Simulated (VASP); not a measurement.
Input:

```yaml
crystal:
  lattice:
    - [2.84388, 0.00000, 0.00000]
    - [0.00000, 2.84388, 0.00000]
    - [0.00000, 0.00000, 2.84388]
  atoms:
    - { symbol: Al, position: [0.50000, 0.50000, 0.50000] }
    - { symbol: Fe, position: [0.00000, 0.00000, 0.00000] }
```

Computed with PBE GGA, VASP's PBE PAW potentials (set 64) (plane waves; VASP). Settings: 500 eV cut-off, 13×13×13 Γ-centred mesh, first-order Methfessel-Paxton smearing of 0.10 eV, potentials Al Fe.

Task: Predict the energy per atom (σ→0), pressure, band gap (on the k-mesh) with the smallest direct gap where there is one.

Result: 
```json
{
  "band gap (on the k-mesh)": "none (metal, semimetal or under 0.01 eV)",
  "energy per atom (σ→0)": "-6.301 eV/atom",
  "pressure": "50.7 kbar"
}
```

Only differences to runs with the same potentials and settings are physical.

The compound is FeAl in the CsCl type structure. It was relaxed first under an external pressure of 5 GPa. The run is not spin-polarised, so no magnetic state was tried. The electron count is odd and the run is not spin-polarised, which forces a metal.
